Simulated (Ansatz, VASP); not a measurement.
## Two plane-wave programs on SiTe3

```
Si Te
1.0
    -3.09321    3.09321    3.09321
     3.09321   -3.09321    3.09321
     3.09321    3.09321   -3.09321
Si Te
1 3
Direct
  0.00000 0.00000 0.00000
  0.00000 0.50000 0.50000
  0.50000 0.00000 0.50000
  0.50000 0.50000 0.00000
```

Alike in both runs: functional PBE; k mesh 4 × 4 × 4; occupations gaussian, width 0.1 eV; no spin polarisation.

Ansatz relaxed the structure, and its values are those at the end. VASP's run is a single point on that final structure, the one shown.

```csv
,VASP,Ansatz
version,VASP 6.6.1,Ansatz 0.2.0
potentials or method,"VASP PAW PBE potentials, release 64 (Si, Te)","scalar-relativistic, plane waves, PAW"
plane-wave cutoff (eV),520,420
valence electrons in the cell,22,52
```

|  | VASP | Ansatz | Ansatz less VASP |
| --- | --- | --- | --- |
| gap on the k mesh at the Fermi level (eV) | none | none | - |
| pressure (GPa) | -0.2 | -0.2 | +0.03 |

A gap of «none» marks a metal or a gap that the smearing closes. The two sets of potentials don't hold the same shells in valence.

The runs have no spin-orbit coupling, so splittings on Te are missing.
